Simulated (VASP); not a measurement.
A convergence study with VASP on AgI (zinc blende): a few settings are varied, all else stays as given below, so the limit is that of these other settings. The cell's lengths are 1 % over those of the tabulated start and one atom is moved, so it is off equilibrium.

```
CELL_PARAMETERS angstrom
      0.00000     3.28250     3.28250
      3.28250     0.00000     3.28250
      3.28250     3.28250     0.00000
ATOMIC_POSITIONS crystal
  Ag 0.00000 0.00000 0.00000
  I  0.24077 0.25923 0.25923
```

Level of theory: PBE GGA, VASP's PBE PAW potentials (set 64) (plane waves; VASP). The last row used: 900 eV cut-off, 6×6×6 Γ-centred mesh, Gaussian smearing of 0.050 eV, potentials Ag_pv I.

Unless said otherwise, spin-orbit coupling is left out, though it shifts the bands of the heavy elements here. Gaps are read on the run's mesh, which can miss a band edge. Energies of different potentials or hybrids have different zeros.

| setting | E (eV/atom) | pressure (GPa) | gap on the mesh (eV) | plane waves |
|---|---|---|---|---|
| ENCUT = 300, POTCAR Ag I | -2.3940 | 0.73 | 1.308 | 869 |
| ENCUT = 400, POTCAR Ag I | -2.3912 | 0.69 | 1.315 | 1303 |
| ENCUT = 520, POTCAR Ag I | -2.3914 | [?] | 1.316 | 1932 |
| ENCUT = 700, POTCAR Ag I | -2.3914 | 0.81 | 1.316 | 2993 |
| ENCUT = 900, POTCAR Ag I | -2.3912 | 0.81 | 1.316 | 4356 |
| ENCUT = 300, POTCAR Ag_pv I | -2.3714 | -1.98 | 1.304 | 869 |
| ENCUT = 400, POTCAR Ag_pv I | -2.3811 | 0.38 | 1.300 | 1303 |
| ENCUT = 520, POTCAR Ag_pv I | -2.3812 | 0.72 | 1.308 | 1932 |
| ENCUT = 700, POTCAR Ag_pv I | -2.3816 | 0.86 | 1.308 | 2993 |
| ENCUT = 900, POTCAR Ag_pv I | -2.3817 | 0.90 | 1.309 | 4356 |

Task: Fill in the missing entries.

Result: 
- ENCUT = 520, POTCAR Ag I, pressure (GPa): 0.79

Left out are rungs that failed or repeat a setting and relaxations that didn't move; long series are thinned to 24 rows.

The compound is AgI in the zinc blende structure, whereas wurtzite is the usual form. The cell was not relaxed at this level, it is distorted from the ideal structure.
